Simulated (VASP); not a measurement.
# BaAg2As2 (rvv) (I4/mmm) in VASP: single point with r2SCAN+rVV10

Aim: the single point of BaAg2As2 (rvv) with r2SCAN+rVV10.

Everything below comes from runs of VASP 6.6.1. Logs are shortened: lines on timing, memory, paths and dates and some standing lists are left out, and cuts for length are marked.

### Step 1. The crystal as given

The structure is tetragonal, space group I4/mmm (No. 139). Conventional cell: a = 4.603 Å, b = 4.603 Å, c = 10.867 Å, α = 90.00°, β = 90.00°, γ = 90.00°. Ba (site symmetry 4/mmm) is surrounded by 8 As at 3.49 Å and 8 Ag at 3.56 Å. Ag (site symmetry -4m2) has 4 As at 2.72 Å as nearest neighbours. As (site symmetry 4mm) has 1 As at 2.52 Å and 4 Ag at 2.72 Å as nearest neighbours.

### Step 2. Single point, r2SCAN+rVV10

POSCAR reads:

```
BaAg2As2
1.0
   -2.3012500000      2.3012500000      5.4336000000
    2.3012500000     -2.3012500000      5.4336000000
    2.3012500000      2.3012500000     -5.4336000000
Ba Ag As
1 2 2
Direct
    0.0000000000      0.0000000000      0.0000000000
    0.7500000000      0.2500000000      0.5000000000
    0.2500000000      0.7500000000      0.5000000000
    0.3842000000      0.3842000000      0.0000000000
    0.6158000000      0.6158000000      0.0000000000
```

INCAR.step1 reads:

```
SYSTEM = BaAg2As2
PREC = Accurate ; ENCUT = 520
ISMEAR = 0 ; SIGMA = 0.1
LREAL = .FALSE. ; LASPH = .TRUE.
NELM = 100 ; NBANDS = 29
GGA = PE ; ALGO = Normal
EDIFF = 1E-4 ; LWAVE = .TRUE.
LCHARG = .FALSE.
```

INCAR.step2 reads:

```
SYSTEM = BaAg2As2
PREC = Accurate ; ENCUT = 520
EDIFF = 1E-7 ; ISMEAR = 0
SIGMA = 0.1 ; LREAL = .FALSE.
LASPH = .TRUE. ; NELM = 100
ALGO = Normal ; ISIF = 2
LWAVE = .FALSE. ; LCHARG = .TRUE.
METAGGA = R2SCAN ; LMIXTAU = .TRUE.
LUSE_VDW = .TRUE. ; IVDW_NL = 2
BPARAM = 11.95 ; CPARAM = 0.0093
LELF = .TRUE. ; LVHAR = .TRUE.
NBANDS = 29 ; ISTART = 1
```

KPOINTS reads:

```
regular mesh
0
G
  6 6 6
  0 0 0
```

Potentials or basis: VASP PAW PBE potentials, release 64 (Ba_sv, Ag, As).

The run is started by

```bash
$ cat potpaw_PBE.64/Ba_sv/POTCAR potpaw_PBE.64/Ag/POTCAR potpaw_PBE.64/As/POTCAR > POTCAR
$ cp INCAR.step1 INCAR
$ mpirun -np 1 vasp_std > vasp.out
$ cp INCAR.step2 INCAR
$ mpirun -np 1 vasp_std > vasp.out
```

OUTCAR:

```text
SYSTEM = BaAg2As2
   PREC = Accurate
   ENCUT = 520
   EDIFF = 1E-7
   ISMEAR = 0
   LREAL = .FALSE.
   LASPH = .TRUE.
   NELM = 100
   ISIF = 2
   METAGGA = R2SCAN
   IVDW_NL = 2
   BPARAM = 11.95
   ISTART = 1

 ion  position               nearest neighbor table
   1  0.000  0.000  0.000-   5 3.49   5 3.49   5 3.49   4 3.49   5 3.49   4 3.49   4 3.49   4 3.49
                             2 3.56   3 3.56   2 3.56   3 3.56   2 3.56   2 3.56   3 3.56   3 3.56
   2  0.750  0.250  0.500-   4 2.72   5 2.72   4 2.72   5 2.72   3 3.25   3 3.25   3 3.25   3 3.25
                             1 3.56   1 3.56   1 3.56   1 3.56
   3  0.250  0.750  0.500-   4 2.72   5 2.72   4 2.72   5 2.72   2 3.25   2 3.25   2 3.25   2 3.25
                             1 3.56   1 3.56   1 3.56   1 3.56
   4  0.384  0.384  0.000-   5 2.52   3 2.72   2 2.72   3 2.72   2 2.72   1 3.49   1 3.49   1 3.49
                             1 3.49
   5  0.616  0.616  0.000-   4 2.52   2 2.72   3 2.72   2 2.72   3 2.72   1 3.49   1 3.49   1 3.49
                             1 3.49

  LATTYP: Found a body centered tetragonal cell.
 ALAT       =     4.6025000000
 C/A-ratio  =     2.3611515481

  Lattice vectors:

 A1 = (  -2.3012500000,   2.3012500000,   5.4336000000)
 A2 = (   2.3012500000,  -2.3012500000,   5.4336000000)
 A3 = (   2.3012500000,   2.3012500000,  -5.4336000000)

Analysis of symmetry for initial positions (statically):
=====================================================================
 Subroutine PRICEL returns:
 Original cell was already a primitive cell.

 Routine SETGRP: Setting up the symmetry group for a
 body centered tetragonal supercell.

 Subroutine GETGRP returns: Found 16 space group operations
 (whereof 16 operations were pure point group operations)
 out of a pool of 16 trial point group operations.

The static configuration has the point symmetry D_4h.

Analysis of symmetry for dynamics (positions and initial velocities):
=====================================================================
 Subroutine PRICEL returns:
 Original cell was already a primitive cell.

 Routine SETGRP: Setting up the symmetry group for a
 body centered tetragonal supercell.

 Subroutine GETGRP returns: Found 16 space group operations
 (whereof 16 operations were pure point group operations)
 out of a pool of 16 trial point group operations.

The dynamic configuration has the point symmetry D_4h.

 Subroutine INISYM returns: Found 16 space group operations
 (whereof 16 operations are pure point group operations),
 and found     1 'primitive' translations

----------------------------------------------------------------------------------------

                                     Primitive cell

  volume of cell :     115.1000

  direct lattice vectors                    reciprocal lattice vectors
    -2.301250000  2.301250000  5.433600000     0.000000000  0.217273221  0.092020024
     2.301250000 -2.301250000  5.433600000     0.217273221  0.000000000  0.092020024
     2.301250000  2.301250000 -5.433600000     0.217273221  0.217273221  0.000000000

  length of vectors
     6.333680769  6.333680769  6.333680769     0.235956219  0.235956219  0.307270736

  position of ions in fractional coordinates (direct lattice)
     0.000000000  0.000000000  0.000000000
     0.750000000  0.250000000  0.500000000
     0.250000000  0.750000000  0.500000000
     0.384200000  0.384200000  0.000000000
     0.615800000  0.615800000  0.000000000

  ion indices of the primitive-cell ions
   primitive index   ion index
                 1           1
                 2           2
                 3           3
                 4           4
                 5           5

----------------------------------------------------------------------------------------

 KPOINTS: regular mesh

Automatic generation of k-mesh.
 Grid dimensions read from file:
 generate k-points for:    6    6    6

 Generating k-lattice:

  Cartesian coordinates                     Fractional coordinates (reciprocal lattice)
     0.000000000  0.036212204  0.015336671     0.166666667  0.000000000 -0.000000000
     0.036212204  0.000000000  0.015336671     0.000000000  0.166666667 -0.000000000
     0.036212204  0.036212204  0.000000000     0.000000000  0.000000000  0.166666667

  Length of vectors
     0.039326037  0.039326037  0.051211789

  Shift w.r.t. Gamma in fractional coordinates (k-lattice)
     0.000000000  0.000000000  0.000000000

 Subroutine IBZKPT returns following result:
 ===========================================

 Found     30 irreducible k-points:

 Following reciprocal coordinates:
            Coordinates               Weight
  0.000000  0.000000  0.000000      1.000000
  0.166667 -0.000000  0.000000      8.000000
  0.333333  0.000000 -0.000000      8.000000
  0.500000  0.000000 -0.000000      4.000000
  0.166667  0.166667  0.000000      8.000000
  0.333333  0.166667 -0.000000     16.000000
[... 16 lines left out ...]
 -0.333333 -0.333333  0.166667      8.000000
 -0.166667 -0.333333  0.166667      8.000000
 [... further k-points ...]
   k-points           NKPTS =     30   k-points in BZ     NKDIM =     30   number of bands    NBANDS=     29
   number of dos      NEDOS =    301   number of ions     NIONS =      5
   total plane-waves  NPLWV = 110592
   dimension x,y,z NGX =    48 NGY =   48 NGZ =   48
   dimension x,y,z NGXF=    96 NGYF=   96 NGZF=   96
   ions per type =               1   2   2
   NGX,Y,Z   is equivalent  to a cutoff of  12.60, 12.60, 12.60 a.u.
   NGXF,Y,Z  is equivalent  to a cutoff of  25.20, 25.20, 25.20 a.u.
 SYSTEM =  BaAg2As2
   PREC   = accura    normal or accurate (medium, high low for compatibility)
   ISTART =      1    job   : 0-new  1-cont  2-samecut
   ICHARG =      0    charge: 1-file 2-atom 10-const
   ISPIN  =      1    spin polarized calculation?
   LNONCOLLINEAR =      F non collinear calculations
   LSORBIT =      F    spin-orbit coupling
   LASPH  =      T    aspherical Exc in radial PAW
   ENCUT  =  520.0 eV  38.22 Ry    6.18 a.u.  11.78 11.78 11.78*2*pi/ulx,y,z
   NELM   =    100;   NELMIN=  2; NELMDL=  0     # of ELM steps
   EDIFF  = 0.1E-06   stopping-criterion for ELM
   LREAL  =      F    real-space projection
   EDIFFG = 0.1E-05   stopping-criterion for IOM
   NSW    =      0    number of steps for IOM
   IBRION =     -1    ionic relax: 0-MD 1-quasi-New 2-CG
   NFREE  =      0    steps in history (QN), initial steepest desc. (CG)
   ISIF   =      2    stress and relaxation
   ISYM   =      2    0-nonsym 1-usesym 2-fastsym
   POTIM  = 0.5000    time-step for ionic-motion
   TEBEG  =    0.0;   TEEND  =   0.0 temperature during run
   PSTRESS=    0.0 pullay stress
   NELECT =      42.0000    total number of electrons
   NUPDOWN=      -1.0000    fix difference up-down
   EMIN   =  10.00;   EMAX   =-10.00  energy-range for DOS
   EFERMI =   0.00;   METHOD = LEGACY
   ISMEAR =     0;   SIGMA  =   0.10  broadening in eV -4-tet -1-fermi 0-gaus
   EFERMI_NEDOS =   21; number of points for ismear=-14 and -15
   IALGO  =     38    algorithm
   IMIX   =      4    mixing-type and parameters
     AMIX     =   0.40;   BMIX     =  1.00
     AMIX_MAG =   1.60;   BMIX_MAG =  1.00
  volume/ion in A,a.u.               =      23.02       155.35
  Fermi-wavevector in a.u.,A,eV,Ry     =   1.169857  2.210709 18.620468  1.368566
  Thomas-Fermi vector in A             =   2.306324
   LORBIT       =      0    0 simple, 1 ext, 2 COOP (PROOUT), +10 PAW based schemes
   METAGGA = R2SCAN    functional components
   LHFCALC =     F    Hartree Fock is set to
   AEXX    =    0.0000 exact exchange contribution
   IVDW_NL    =     2    kernel type
   BPARAM     =11.9500
   IVDW    =     0    specifies the selected vdW correction
   LEPSILON=     F    determine dielectric tensor
   LRPA    =     F    only Hartree local field effects (RPA)
 non-spin polarized calculation
 Gauss-broadening in eV      SIGMA  =   0.10
  energy-cutoff  :      520.00
  volume of cell :      115.10
 maximum number of plane-waves:      3132
   NGX = 23   NGY = 23   NGZ = 23

 number of electron      41.9999999 magnetization

 Free energy of the ion-electron system (eV)
  ---------------------------------------------------
  ext. energy  EPLUGINS =         0.00000000
  ---------------------------------------------------
  free energy    TOTEN  =      -100.28002215 eV

  energy without entropy =     -100.27136170  energy(sigma->0) =     -100.27569193

 E-fermi :   5.9400     XC(G=0): -10.9378

 val. band max:        5.9114731162   @ k =  -0.1667  -0.1667   0.1667
 cond. band min:       5.9459403873   @ k =   0.3333   0.1667   0.1667
 fundamental gap:      0.0344672711
 Fermi energy:         5.9399997027

 k-point     1 :       0.0000    0.0000    0.0000
  band No.  band energies     occupation
      1     -23.2717      2.00000
      2      -8.2491      2.00000
      3      -8.0786      2.00000
      4      -8.0786      2.00000
      5      -7.2909      2.00000
      6      -4.7013      2.00000
[... 21 lines left out ...]
     28      11.1736      0.00000
     29      11.3863      0.00000

 k-point     2 :       0.1667   -0.0000    0.0000
  band No.  band energies     occupation
      1     -23.2683      2.00000
      2      -8.3512      2.00000
      3      -8.2369      2.00000
      4      -8.0655      2.00000
      5      -6.9437      2.00000
      6      -4.7611      2.00000
[... 21 lines left out ...]
     28      10.3000      0.00000
     29      10.7021      0.00000

 k-point     3 :       0.3333    0.0000   -0.0000
  band No.  band energies     occupation
      1     -23.2615      2.00000
      2      -8.6596      2.00000
      3      -8.2220      2.00000
      4      -8.0392      2.00000
      5      -6.4580      2.00000
      6      -4.9004      2.00000
[... 638 lines left out ...]
      5      -6.6430      2.00000
      6      -5.0246      2.00000
[... 21 lines left out ...]
     28      10.1694      0.00000
     29      10.2328      0.00000

 k-point    24 :      -0.1667   -0.3333    0.1667
  band No.  band energies     occupation
      1     -23.2678      2.00000
      2      -8.3733      2.00000
      3      -8.2594      2.00000
      4      -8.0638      2.00000
      5      -6.8282      2.00000
      6      -4.9493      2.00000
[... 21 lines left out ...]
     28       9.9872      0.00000
     29      10.1381      0.00000

 [... further k-points ...]

------------------------ aborting loop because EDIFF is reached ----------------------------------------

  FORCE on cell =-STRESS in cart. coord.  units (eV):
  Direction    XX          YY          ZZ          XY          YZ          ZX
  --------------------------------------------------------------------------------------
  -------------------------------------------------------------------------------------
  Total        0.1704812      0.1704812      1.3586973      0.0000000      0.0000000      0.0000000
  in kB        2.3730769      2.3730769     18.9128957      0.0000000      0.0000000      0.0000000
  external PRESSURE =       7.8863499 kB  Pullay stress =       0.0000000 kB

 VOLUME and BASIS-vectors are now :
 -----------------------------------------------------------------------------
  energy-cutoff  :      520.00
  volume of cell :      115.10
      direct lattice vectors                 reciprocal lattice vectors
    -2.301250000  2.301250000  5.433600000     0.000000000  0.217273221  0.092020024
     2.301250000 -2.301250000  5.433600000     0.217273221  0.000000000  0.092020024
     2.301250000  2.301250000 -5.433600000     0.217273221  0.217273221  0.000000000

 POSITION                                       TOTAL-FORCE (eV/Angst)
 -----------------------------------------------------------------------------------
      0.00000      0.00000      0.00000         0.000000      0.000000      0.000000
     -0.00000      2.30125      2.71680         0.000000      0.000000      0.000000
      2.30125     -0.00000      2.71680         0.000000      0.000000      0.000000
      0.00000      0.00000      4.17518         0.000000      0.000000     -0.231857
      0.00000      0.00000      6.69202        -0.000000     -0.000000      0.231857
 -----------------------------------------------------------------------------------
    total drift:                                0.000000     -0.000000      0.000000

  FREE ENERGIE OF THE ION-ELECTRON SYSTEM (eV)
  ---------------------------------------------------
  free  energy   TOTEN  =      -100.2800221499 eV

  energy  without entropy=     -100.2713617027  energy(sigma->0) =     -100.27569193
```

It took 9.1 min on 1 thread of AMD EPYC 9R45 (Zen 5), shared host; peak memory 0.77 GiB.

Results:

```yaml
Free_energy: -100.2800 eV
Pressure: 0.8 GPa
Largest_force: 0.232 eV/Å
Band_gap_on_the_k_mesh: none (metal or under the smearing width)
```

Forces in eV/Å, atoms in the order of the input:
```
Ba   0.000  0.000  0.000
Ag   0.000  0.000  0.000
Ag   0.000  0.000  0.000
As   0.000  0.000 -0.232
As   0.000  0.000  0.232
```

Caveat: the PAW data sets were made with another functional, which shifts forces and pressure a little. Spin-orbit coupling is left out, which matters for the levels of Ba.
